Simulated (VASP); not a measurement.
Mg3Te: equation of state with PBEsol

Mg3Te:

```
Te Mg
1.0
    -2.13936    2.13936    5.28249
     2.13936   -2.13936    5.28249
     2.13936    2.13936   -5.28249
Te Mg
1 3
Direct
  0.00000 0.00000 0.00000
  0.25000 0.75000 0.50000
  0.75000 0.25000 0.50000
  0.50000 0.50000 0.00000
```

The cell comes from a database or a generator and needn't be the stable form of this composition.

```yaml
Program: VASP 6.6.1
Task: equation of state
Functional: PBEsol
Potentials_or_basis: VASP PAW PBE potentials, release 64 (Te, Mg)
Cutoff: 520 eV
k_mesh: 9 × 9 × 9
Occupations: fermi-dirac, width 0.05 eV
Spin: no spin polarisation
```

| Item | Value |
| --- | --- |
| Equilibrium volume | 23.50 Å³/atom |
| Bulk modulus at fixed shape and positions | 40 GPa |
| Pressure derivative of the bulk modulus | 4.2 |

Energy against volume, from the lowest point:
| volume (Å³/atom) | energy (meV/atom) |
| --- | --- |
| 22.727 | 3.18 |
| 23.210 | 0.26 |
| 23.694 | 0.00 |
| 24.177 | 2.14 |
| 24.661 | 6.45 |
| 25.144 | 12.70 |
| 25.628 | 20.69 |

All runs of the series together: 8.1 min on 1 thread of Intel(R) Xeon(R) 6975P-C (Granite Rapids), on a shared host.

Caveat: the cell was scaled at fixed shape and fractional positions, which overstates the stiffness of a crystal with free parameters, most of all of layers and chains; the PAW data sets were made with another functional, which shifts forces and pressure a little. The run has no spin-orbit coupling, so splittings on Te are missing.
